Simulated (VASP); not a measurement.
## SiC (Moissanite): what each functional gives for the gap

Aim: the gap of SiC (Moissanite) on one structure at many levels of theory. The starting structure is a measured crystal structure from the Crystallography Open Database. The atoms were first relaxed with LDA in that cell, in a run that isn't shown, and the relaxed structure is the one below. Meshes and data sets differ where the inputs say so.

Main program and level: VASP 6.6.1; Kohn-Sham DFT with plane waves and PAW; LDA, PBE, r2SCAN and TB-mBJ.

### 1. The structure

It takes space group P6_3mc (No. 186, hexagonal). The conventional cell has a = 3.081 Å, b = 3.081 Å, c = 15.125 Å, α = 90.00°, β = 90.00°, γ = 120.00°. Si has 4 C at 1.89 Å nearest. Nearest to Si lie 4 C at 1.89 Å. Nearest to Si lie 4 C at 1.89 to 1.90 Å. Nearest to C lie 4 Si at 1.89 to 1.90 Å. Nearest to C lie 4 Si at 1.89 Å. Nearest to C lie 4 Si at 1.89 Å. Farther neighbours are not listed.

Structure file:

```xyz
12
Lattice="3.0810 0.0000 0.0000 -1.5405 2.6682 0.0000 0.0000 0.0000 15.1248" Properties=species:S:1:pos:R:3 pbc="T T T"
Si    0.0000    1.7788   12.5986
Si    1.5405    0.8894    5.0362
Si    1.5405    0.8894   10.0804
Si    0.0000    1.7788    2.5180
Si    0.0000    0.0000    7.5584
Si    0.0000    0.0000   15.1208
C     0.0000    0.0000   13.2250
C     0.0000    0.0000    5.6626
C     0.0000    1.7788   10.7084
C     1.5405    0.8894    3.1460
C     1.5405    0.8894    8.1904
C     0.0000    1.7788    0.6280
```

### 2. Bands with LDA

LDA, the lowest rung, knows the local density alone.

Input file INCAR:

```
SYSTEM = SiC
PREC = Accurate
ENCUT = 460
EDIFF = 1E-06
NELM = 100
ISMEAR = 0
SIGMA = 0.03
LREAL = .FALSE.
ALGO = Normal
GGA = CA
NBANDS = 52
LORBIT = 11
LWAVE = .FALSE.
LCHARG = .FALSE.
KPAR = 16
LASPH = .TRUE.
```

Input file POSCAR:

```
SiC
1.0
    3.0810000000      0.0000000000      0.0000000000
   -1.5405000000      2.6682242691      0.0000000000
    0.0000000000      0.0000000000     15.1248000000
Si C
6 6
Direct
    0.3333333333      0.6666666667      0.8329767768
    0.6666666667      0.3333333333      0.3329767768
    0.6666666667      0.3333333333      0.6664786226
    0.3333333333      0.6666666667      0.1664786226
    0.0000000000      0.0000000000      0.4997322438
    0.0000000000      0.0000000000      0.9997322438
    0.0000000000      0.0000000000      0.8743897379
    0.0000000000      0.0000000000      0.3743897379
    0.3333333333      0.6666666667      0.7079995827
    0.6666666667      0.3333333333      0.2079995827
    0.6666666667      0.3333333333      0.5415230361
    0.3333333333      0.6666666667      0.0415230361
```

Input file KPOINTS:

```
Automatic mesh
0
Gamma
9 9 2
0 0 0
```

Input file KPOINTS_OPT:

```
Line mode
8
Line-mode
Reciprocal
  0.00000000   0.00000000   0.00000000 GAMMA
  0.50000000   0.00000000   0.00000000 M

  0.50000000   0.00000000   0.00000000 M
  0.33333333   0.33333333   0.00000000 K

  0.33333333   0.33333333   0.00000000 K
  0.00000000   0.00000000   0.00000000 GAMMA

  0.00000000   0.00000000   0.00000000 GAMMA
  0.00000000   0.00000000   0.50000000 A

  0.00000000   0.00000000   0.50000000 A
  0.50000000   0.00000000   0.50000000 L

  0.50000000   0.00000000   0.50000000 L
  0.33333333   0.33333333   0.50000000 H

  0.33333333   0.33333333   0.50000000 H
  0.00000000   0.00000000   0.50000000 A

  0.50000000   0.00000000   0.50000000 L
  0.50000000   0.00000000   0.00000000 M

  0.33333333   0.33333333   0.00000000 K
  0.33333333   0.33333333   0.50000000 H
```

Potentials, in the order of the species: Si and C (LDA family, release 64).

Launch:

```bash
> mpirun -np 16 vasp_std
```

Log:

```text
[banner, memory and clock lines left out]
running   16 mpi-ranks, on    1 nodes
 distrk:  each k-point on    1 cores,   16 groups
 distr:  one band on    1 cores,    1 groups

 POSCAR found type information on POSCAR SiC
 POSCAR found :  2 types and      12 ions
|                                                                             |
|           W    W    AA    RRRRR   N    N  II  N    N   GGGG   !!!           |
|           W    W   A  A   R    R  NN   N  II  NN   N  G    G  !!!           |
|           W    W  A    A  R    R  N N  N  II  N N  N  G       !!!           |
|           W WW W  AAAAAA  RRRRR   N  N N  II  N  N N  G  GGG   !            |
|           WW  WW  A    A  R   R   N   NN  II  N   NN  G    G                |
|           W    W  A    A  R    R  N    N  II  N    N   GGGG   !!!           |
|                                                                             |
|     For optimal performance we recommend to set                             |
|       NCORE = 2 up to number-of-cores-per-socket                            |
|     NCORE specifies how many cores store one orbital (NPAR=cpu/NCORE).      |
|     This setting can greatly improve the performance of VASP for DFT.       |
|     The default, NCORE=1 might be grossly inefficient on modern             |
|     multi-core architectures or massively parallel machines. Do your        |
|     Unfortunately you need to use the default for GW and RPA                |
|     calculations (for HF NCORE is supported but not extensively tested      |
|     yet).                                                                   |
|                                                                             |

 LDA part: xc-table for (Slater(with rela. corr.)+CA(PZ))
 , standard interpolation
 POSCAR, INCAR and KPOINTS ok, starting setup
 FFT: planning ... GRIDC
 FFT: planning ... GRID_SOFT
 FFT: planning ... GRID
 WAVECAR not read
 entering main loop
       N       E                     dE             d eps       ncg     rms          rms(c)
DAV:   1     0.720933830442E+02    0.72093E+02   -0.18790E+04  2496   0.742E+02
DAV:   2    -0.102987920024E+03   -0.17508E+03   -0.16411E+03  3120   0.162E+02
DAV:   3    -0.111928390744E+03   -0.89405E+01   -0.88389E+01  3192   0.312E+01
DAV:   4    -0.112011284820E+03   -0.82894E-01   -0.82820E-01  3080   0.361E+00
DAV:   5    -0.112012080448E+03   -0.79563E-03   -0.79550E-03  3044   0.341E-01    0.222E+01
DAV:   6    -0.100233924981E+03    0.11778E+02   -0.17087E+01  3004   0.150E+01    0.104E+01
DAV:   7    -0.999849446947E+02    0.24898E+00   -0.38245E+00  3096   0.630E+00    0.415E+00
DAV:   8    -0.998706723298E+02    0.11427E+00   -0.18551E-01  2876   0.142E+00    0.160E+00
DAV:   9    -0.998453160764E+02    0.25356E-01   -0.28674E-02  2932   0.663E-01    0.179E-01
DAV:  10    -0.998455075049E+02   -0.19143E-03   -0.16007E-03  3028   0.134E-01    0.116E-01
DAV:  11    -0.998455640180E+02   -0.56513E-04   -0.97820E-05  2880   0.368E-02    0.312E-02
DAV:  12    -0.998455375977E+02    0.26420E-04   -0.57928E-05  2928   0.275E-02    0.205E-02
DAV:  13    -0.998455361559E+02    0.14418E-05   -0.46620E-06  2944   0.858E-03    0.727E-03
DAV:  14    -0.998455361581E+02   -0.21937E-08   -0.42555E-07  1516   0.221E-03
   1 F= -.99845536E+02 E0= -.99845536E+02  d E =-.198987E-13
 Start KPOINTS_OPT (optional k-point list driver)
k-point batch [1-24\72]
       N       E                     dE             ncg
DAV:   1     0.667724949426E+04   -0.22149E+05     2496
DAV:   2     0.278442412662E+04   -0.38928E+04     3092
DAV:   3     0.259077273343E+04   -0.19365E+03     3168
DAV:   4     0.258904419024E+04   -0.17285E+01     3128
DAV:   5     0.258902725456E+04   -0.16936E-01     3116
DAV:   6     0.258902702608E+04   -0.22848E-03     3156
DAV:   7     0.258902702266E+04   -0.34205E-05     2724
DAV:   8     0.258902702249E+04   -0.16585E-06     2388
[...]
k-point batch [49-72\72]
       N       E                     dE             ncg
DAV:   1     0.619269522942E+04   -0.30582E+05     2496
DAV:   2     0.248777438602E+04   -0.37049E+04     3036
DAV:   3     0.231422481762E+04   -0.17355E+03     3232
DAV:   4     0.231274206548E+04   -0.14828E+01     3180
DAV:   5     0.231272823199E+04   -0.13833E-01     3152
DAV:   6     0.231272805842E+04   -0.17357E-03     3200
DAV:   7     0.231272805610E+04   -0.23220E-05     2676
DAV:   8     0.231272805595E+04   -0.14444E-06     2412
```

Run time: 33 s. Hardware: 16 MPI ranks of Intel Xeon 6975P-C (Granite Rapids), shared host; peak memory 5.2 GiB.

Lines that name or quote the potential files are left out of all logs, and their timing lines are given in words.

From OUTCAR (step 2):

```text
ion  position               nearest neighbor table
   1  0.333  0.667  0.833-   7 1.89   7 1.89   7 1.89   9 1.89   3 3.08   3 3.08   3 3.08   6 3.09
                             6 3.09   6 3.09
   2  0.667  0.333  0.333-   8 1.89   8 1.89   8 1.89  10 1.89   4 3.08   4 3.08   4 3.08   5 3.09
                             5 3.09   5 3.09
   3  0.667  0.333  0.666-   9 1.89   9 1.89   9 1.89  11 1.89   1 3.08   1 3.08   1 3.08   5 3.09
                             5 3.09   5 3.09
   4  0.333  0.667  0.166-  10 1.89  10 1.89  10 1.89  12 1.89   2 3.08   2 3.08   2 3.08   6 3.09
                             6 3.09   6 3.09
   5  0.000  0.000  0.500-  11 1.89  11 1.89  11 1.89   8 1.90   3 3.09   3 3.09   3 3.09   2 3.09
                             2 3.09   2 3.09
   6  0.000  0.000  1.000-  12 1.89  12 1.89  12 1.89   7 1.90   4 3.09   4 3.09   4 3.09   1 3.09
                             1 3.09   1 3.09
   7  0.000  0.000  0.874-   1 1.89   1 1.89   1 1.89   6 1.90
   8  0.000  0.000  0.374-   2 1.89   2 1.89   2 1.89   5 1.90
   9  0.333  0.667  0.708-   3 1.89   3 1.89   3 1.89   1 1.89
  10  0.667  0.333  0.208-   4 1.89   4 1.89   4 1.89   2 1.89
  11  0.667  0.333  0.542-   5 1.89   5 1.89   5 1.89   3 1.89
  12  0.333  0.667  0.042-   6 1.89   6 1.89   6 1.89   4 1.89

  LATTYP: Found a hexagonal cell.
 ALAT       =     3.0810000000
 C/A-ratio  =     4.9090555015

 Subroutine GETGRP returns: Found 12 space group operations
 (whereof  6 operations were pure point group operations)

The static configuration has the point symmetry C_3v.
 The point group associated with its full space group is C_6v.

 Found     24 irreducible k-points:

   k-points           NKPTS =     24   k-points in BZ     NKDIM =     24   number of bands    NBANDS=     52

   dimension x,y,z NGX =    24 NGY =   24 NGZ =  108
   dimension x,y,z NGXF=    48 NGYF=   48 NGZF=  216

   ENCUT  =  460.0 eV  33.81 Ry    5.81 a.u.   5.39  5.39 26.45*2*pi/ulx,y,z

   NELECT =      48.0000    total number of electrons

 k-points in reciprocal lattice and weights: Automatic mesh
   0.00000000  0.00000000  0.00000000       0.006
   0.11111111 -0.00000000  0.00000000       0.037
   0.22222222 -0.00000000  0.00000000       0.037
   0.33333333 -0.00000000  0.00000000       0.037
   0.44444444 -0.00000000  0.00000000       0.037
   0.11111111  0.11111111  0.00000000       0.037
   0.22222222  0.11111111  0.00000000       0.074
   0.33333333  0.11111111  0.00000000       0.074
   0.44444444  0.11111111  0.00000000       0.037
[...]
0.33333333  0.22222222  0.50000000       0.074
   0.33333333  0.33333333  0.50000000       0.012

 average (electrostatic) potential at core
       1 -81.9276       2 -81.9276       3 -81.9441       4 -81.9441       5 -81.9931
       6 -81.9931       7 -49.0274       8 -49.0274       9 -49.0402      10 -49.0402
      11 -49.1005      12 -49.1005

 E-fermi :   8.2359

 k-point     1 :       0.0000    0.0000    0.0000
  band No.  band energies     occupation
    ...
     20       7.7888      2.00000
     21       7.7888      2.00000
     22       8.0498      2.00000
     23       8.0918      2.00000
     24       8.0918      2.00000
     25      13.2196      0.00000
     26      13.3875      0.00000
     27      13.7962      0.00000
     28      14.3130      0.00000
     29      14.4170      0.00000
    ...

 k-point     2 :       0.1111   -0.0000    0.0000
  band No.  band energies     occupation
    ...
     20       7.3616      2.00000
     21       7.5386      2.00000
     22       7.5913      2.00000
     23       7.9140      2.00000
     24       7.9979      2.00000
     25      13.3907      0.00000
     26      13.6674      0.00000
     27      13.7883      0.00000
     28      14.3416      0.00000
     29      14.4940      0.00000
    ...

 k-point     3 :       0.2222   -0.0000    0.0000
  band No.  band energies     occupation
    ...
     20       6.4853      2.00000
     21       7.0735      2.00000
     22       7.1052      2.00000
     23       7.5115      2.00000
     24       7.6626      2.00000
     25      12.0059      0.00000
     26      12.3077      0.00000
     27      12.6274      0.00000
     28      13.2947      0.00000
     29      13.9664      0.00000
    ...

  Total       -3.4301094     -3.4301094     -3.5745954      0.0000000     -0.0000000      0.0000000
  in kB      -44.1992490    -44.1992490    -46.0610470      0.0000000     -0.0000000      0.0000000
  external PRESSURE =     -44.8198483 kB  Pullay stress =       0.0000000 kB

  energy-cutoff  :      460.00
  volume of cell :      124.34
      direct lattice vectors                 reciprocal lattice vectors
     3.081000000  0.000000000  0.000000000     0.324569945  0.187390545  0.000000000
    -1.540500000  2.668224269  0.000000000     0.000000000  0.374781090  0.000000000
     0.000000000  0.000000000 15.124800000     0.000000000  0.000000000  0.066116577

 POSITION                                       TOTAL-FORCE (eV/Angst)
 -----------------------------------------------------------------------------------
     -0.00000      1.77882     12.59861         0.000000     -0.000000      0.000234
      1.54050      0.88941      5.03621        -0.000000      0.000000      0.000234
      1.54050      0.88941     10.08036         0.000000     -0.000000      0.005154
     -0.00000      1.77882      2.51796        -0.000000     -0.000000      0.005154
      0.00000      0.00000      7.55835        -0.000000      0.000000      0.001774
      0.00000      0.00000     15.12075        -0.000000     -0.000000      0.001774
      0.00000      0.00000     13.22497        -0.000000      0.000000     -0.006823
      0.00000      0.00000      5.66257         0.000000     -0.000000     -0.006823
     -0.00000      1.77882     10.70835        -0.000000     -0.000000      0.000369
      1.54050      0.88941      3.14595         0.000000     -0.000000      0.000369
      1.54050      0.88941      8.19043         0.000000      0.000000     -0.000709
     -0.00000      1.77882      0.62803        -0.000000     -0.000000     -0.000709
 -----------------------------------------------------------------------------------
    total drift:                                0.000000      0.000000      0.000025

  FREE ENERGIE OF THE ION-ELECTRON SYSTEM (eV)
  ---------------------------------------------------
  free  energy   TOTEN  =       -99.8455361581 eV

  energy  without entropy=      -99.8455361581  energy(sigma->0) =      -99.84553616

 total charge
# of ion       s       p       d       tot
------------------------------------------
    1        0.713   0.978   0.000   1.692
    2        0.713   0.978   0.000   1.692
    3        0.713   0.981   0.000   1.694
    4        0.713   0.981   0.000   1.694
    5        0.713   0.980   0.000   1.692
    6        0.713   0.980   0.000   1.692
    7        0.830   1.709   0.000   2.540
    8        0.830   1.709   0.000   2.540
    9        0.830   1.709   0.000   2.539
   10        0.830   1.709   0.000   2.539
   11        0.830   1.708   0.000   2.538
   12        0.830   1.708   0.000   2.538
--------------------------------------------------
tot          9.257  16.133   0.000  25.390

[... 3 further parts left out ...]
```

At this level the cell is under a tension of 4.5 GPa, so at these settings it is away from equilibrium.

LDA gives a least gap of 1.962 eV, and a least direct gap of 3.070 eV.

### 3. Bands with PBE

PBE, the usual starting point, adds the gradient of the density.

INCAR: that of step 2 with these lines changed.

```diff
@@ -9,3 +9,3 @@
 ALGO = Normal
-GGA = CA
+GGA = PE
 NBANDS = 52
```

POSCAR is that of step 2.

KPOINTS is that of step 2.

KPOINTS_OPT is that of step 2.

The projector-augmented-wave data sets are Si and C (PBE family, release 64).

Launch:

```bash
> mpirun -np 16 vasp_std
```

Log:

```text
[banner, memory and clock lines left out]
running   16 mpi-ranks, on    1 nodes
[...]
[... a notice as in an earlier step ...]

 LDA part: xc-table for (Slater+PW92), standard interpolation
 POSCAR, INCAR and KPOINTS ok, starting setup
[...]
entering main loop
       N       E                     dE             d eps       ncg     rms          rms(c)
DAV:   1     0.827011037390E+02    0.82701E+02   -0.18802E+04  2496   0.742E+02
DAV:   2    -0.924266002854E+02   -0.17513E+03   -0.16400E+03  3112   0.162E+02
DAV:   3    -0.101381044903E+03   -0.89544E+01   -0.88522E+01  3192   0.312E+01
DAV:   4    -0.101459505689E+03   -0.78461E-01   -0.78389E-01  3064   0.346E+00
[...]
DAV:  12    -0.903691846289E+02    0.75128E-06   -0.21581E-05  2944   0.166E-02    0.143E-02
DAV:  13    -0.903691865803E+02   -0.19515E-05   -0.30914E-06  2888   0.645E-03    0.450E-03
DAV:  14    -0.903691865241E+02    0.56265E-07   -0.63491E-07  1580   0.269E-03
   1 F= -.90369187E+02 E0= -.90369187E+02  d E =-.739915E-25
 Start KPOINTS_OPT (optional k-point list driver)
k-point batch [1-24\72]
       N       E                     dE             ncg
DAV:   1     0.671630706379E+04   -0.22110E+05     2496
DAV:   2     0.280313142941E+04   -0.39132E+04     3092
DAV:   3     0.260937472239E+04   -0.19376E+03     3168
DAV:   4     0.260771239235E+04   -0.16623E+01     3104
DAV:   5     0.260769686077E+04   -0.15532E-01     3092
DAV:   6     0.260769666018E+04   -0.20059E-03     3152
DAV:   7     0.260769665730E+04   -0.28850E-05     2704
DAV:   8     0.260769665715E+04   -0.14450E-06     2368
[...]
k-point batch [49-72\72]
       N       E                     dE             ncg
DAV:   1     0.622702437873E+04   -0.30548E+05     2496
DAV:   2     0.250569260714E+04   -0.37213E+04     3032
DAV:   3     0.233228558030E+04   -0.17341E+03     3232
DAV:   4     0.233086036000E+04   -0.14252E+01     3188
DAV:   5     0.233084770623E+04   -0.12654E-01     3144
DAV:   6     0.233084755532E+04   -0.15092E-03     3192
DAV:   7     0.233084755340E+04   -0.19149E-05     2660
DAV:   8     0.233084755327E+04   -0.13262E-06     2372
```

Wall time 32 s (16 MPI ranks); peak memory 5.8 GiB; 6.9 min of CPU time.

From OUTCAR (step 3):

```text
  Total        2.1658888      2.1658888      1.9749462      0.0000000      0.0000000      0.0000000
  in kB       27.9089220     27.9089220     25.4484996      0.0000000      0.0000000      0.0000000
  external PRESSURE =      27.0887812 kB  Pullay stress =       0.0000000 kB

 POSITION                                       TOTAL-FORCE (eV/Angst)
 -----------------------------------------------------------------------------------
     -0.00000      1.77882     12.59861         0.000000      0.000000      0.004433
      1.54050      0.88941      5.03621        -0.000000      0.000000      0.004433
      1.54050      0.88941     10.08036        -0.000000     -0.000000      0.006460
     -0.00000      1.77882      2.51796         0.000000      0.000000      0.006460
      0.00000      0.00000      7.55835         0.000000     -0.000000     -0.009075
      0.00000      0.00000     15.12075        -0.000000      0.000000     -0.009075
      0.00000      0.00000     13.22497         0.000000      0.000000     -0.000953
      0.00000      0.00000      5.66257         0.000000     -0.000000     -0.000953
     -0.00000      1.77882     10.70835        -0.000000      0.000000     -0.001377
      1.54050      0.88941      3.14595        -0.000000      0.000000     -0.001377
      1.54050      0.88941      8.19043         0.000000      0.000000      0.000512
     -0.00000      1.77882      0.62803        -0.000000      0.000000      0.000512
 -----------------------------------------------------------------------------------
    total drift:                                0.000000      0.000000      0.000042

  FREE ENERGIE OF THE ION-ELECTRON SYSTEM (eV)
  ---------------------------------------------------
  free  energy   TOTEN  =       -90.3691865241 eV

  energy  without entropy=      -90.3691865241  energy(sigma->0) =      -90.36918652

[... 2 parts as in an earlier step ...]

[... 1 further part left out ...]
[key lines of the parts left out:]
E-fermi :   8.3489
```

PBE gives a least gap of 2.018 eV, and a least direct gap of 3.124 eV. The least gap is +0.056 eV from that of LDA.

(Part 1 of 2 ends here.)

[Lines on the potential files, build, host, timing and source positions are cut from VASP's logs without a mark.]

[Logs are printed without paths, hosts, clocks, repeated set-up lines and the standing remarks that a program may print on its own settings, such as how far it seeks lower states.]

[Hosts, paths, dates, database ids (printed as entryN), source tags and the programs' standing remarks are cut or masked in the printed files.]
